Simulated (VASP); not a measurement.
# TaAl (relaxed from the zinc blende structure, space group F-43m): computed properties

The numbers are results of PBEsol GGA, VASP's PBE PAW potentials (set 64) (plane waves; VASP), not measurements.

| Property | Result |
|---|---|
| space group | F-43m (216) |
| cell | a = b = c = 5.9166 Å, α = β = γ = 90.00° |
| volume per atom | 25.89 Å³/atom |
| band gap (over mesh and band path) | none (metal, semimetal or under 0.01 eV) |
| density | 6.67 g/cm³ |

```cif
data_AlTa
_chemical_formula_sum 'Ta1 Al1'
_space_group_name_H-M_alt 'P 1'
_space_group_IT_number 1
_cell_length_a 4.18369
_cell_length_b 4.18369
_cell_length_c 4.18369
_cell_angle_alpha 60.000
_cell_angle_beta 60.000
_cell_angle_gamma 60.000
loop_
_space_group_symop_operation_xyz
  'x, y, z'
loop_
_atom_site_label
_atom_site_type_symbol
_atom_site_fract_x
_atom_site_fract_y
_atom_site_fract_z
_atom_site_occupancy
Ta1 Ta 0.00000 0.00000 0.00000 1
Al1 Al 0.25000 0.25000 0.25000 1
```

Unless said otherwise, spin-orbit coupling is left out, though it shifts the bands of the heavy elements here.

The structure was generated: TaAl was put into the zinc blende type (F-43m), which need not be its known phase. It was relaxed first, which changed the volume by -32 %. Symmetry was kept, so distortions that lower it aren't found.
